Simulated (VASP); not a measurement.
```xyz
6
Lattice="4.7581 0.0000 0.0000 0.0000 4.7581 0.0000 0.0000 0.0000 3.2252" Properties=species:S:1:pos:R:3 pbc="T T T"
Mn     0.0000     0.0000     3.2252
Mn     2.3790     2.3790     1.6126
F      1.4381     1.4381     0.0000
F      3.8172     0.9409     1.6126
F      0.9409     3.8172     1.6126
F      3.3200     3.3200     3.2252
```
Starting moments (μB, in the order of the record's atoms Mn Mn F F F F): 4.4 -4.4 0.0 0.0 0.0 0.0.

Computed with LDA (Ceperley-Alder, Perdew-Zunger), VASP's LDA PAW potentials (set 64) (plane waves; VASP). Settings: 520 eV cut-off, Gaussian smearing of 0.050 eV, potentials Mn_pv F.

### Question
Give the spin-up energies of bands 18 to 31 at the high-symmetry points, in eV from the valence-band maximum.

### Answer

| band | Γ | Y | C0 | Z | A0 | T | S | R |
|---|---|---|---|---|---|---|---|---|
| 18 | -6.25 | -5.66 | -5.66 | -6.09 | -6.06 | -6.06 | -6.06 | -6.24 |
| 19 | -5.23 | -5.51 | -5.51 | -5.72 | -5.16 | -5.16 | -5.77 | -5.52 |
| 20 | -4.86 | -5.42 | -5.42 | -5.64 | -5.12 | -5.12 | -5.74 | -5.44 |
| 21 | -4.84 | -5.40 | -5.40 | -5.39 | -4.96 | -4.96 | -4.91 | -5.11 |
| 22 | -4.51 | -5.28 | -5.28 | -5.30 | -4.96 | -4.96 | -4.89 | -5.08 |
| 23 | -1.88 | -1.87 | -1.87 | -1.57 | -1.66 | -1.66 | -1.81 | -1.67 |
| 24 | -1.57 | -1.55 | -1.55 | -1.54 | -1.55 | -1.55 | -1.50 | -1.55 |
| 25 | -1.39 | -1.29 | -1.29 | -1.29 | -1.41 | -1.41 | -1.35 | -1.43 |
| 26 | -0.44 | -0.59 | -0.59 | -0.54 | -0.56 | -0.56 | -0.05 | -0.66 |
| 27 | -0.16 | -0.16 | -0.16 | -0.21 | -0.03 | -0.03 | -0.05 | -0.04 |
| 28 | 1.62 | 1.88 | 1.88 | 2.09 | 2.04 | 2.04 | 1.75 | 2.06 |
| 29 | 1.90 | 2.35 | 2.35 | 2.15 | 2.11 | 2.11 | 2.27 | 2.15 |
| 30 | 2.38 | 2.37 | 2.37 | 2.24 | 2.33 | 2.33 | 2.33 | 2.32 |
| 31 | 2.39 | 2.83 | 2.83 | 3.15 | 3.07 | 3.07 | 3.35 | 3.17 |

### Question
Give the spin-down energies of bands 18 to 31 at the high-symmetry points, in eV from the valence-band maximum.

### Answer

```
band      Γ      Y     C0      Z     A0      T      S      R
----  -----  -----  -----  -----  -----  -----  -----  -----
18    -6.25  -5.66  -5.66  -6.09  -6.06  -6.06  -6.06  -6.24
19    -5.23  -5.51  -5.51  -5.72  -5.16  -5.16  -5.77  -5.52
20    -4.86  -5.42  -5.42  -5.64  -5.12  -5.12  -5.74  -5.44
21    -4.84  -5.40  -5.40  -5.39  -4.96  -4.96  -4.91  -5.11
22    -4.51  -5.28  -5.28  -5.30  -4.96  -4.96  -4.89  -5.08
23    -1.88  -1.87  -1.87  -1.57  -1.66  -1.66  -1.81  -1.67
24    -1.57  -1.55  -1.55  -1.54  -1.55  -1.55  -1.50  -1.55
25    -1.39  -1.29  -1.29  -1.29  -1.41  -1.41  -1.35  -1.43
26    -0.44  -0.59  -0.59  -0.54  -0.56  -0.56  -0.05  -0.66
27    -0.16  -0.16  -0.16  -0.21  -0.03  -0.03  -0.05  -0.04
28     1.62   1.88   1.88   2.09   2.04   2.04   1.75   2.06
29     1.90   2.35   2.35   2.15   2.11   2.11   2.27   2.15
30     2.38   2.37   2.37   2.24   2.33   2.33   2.33   2.32
31     2.39   2.83   2.83   3.15   3.07   3.07   3.35   3.17
```

The gap is indirect, 1.62 eV, from the valence maximum at Z-A0 at 0.71 to the conduction minimum at Γ.

The compound is MnF2 in the rutile structure. It was relaxed first, which changed the volume by -7 %.
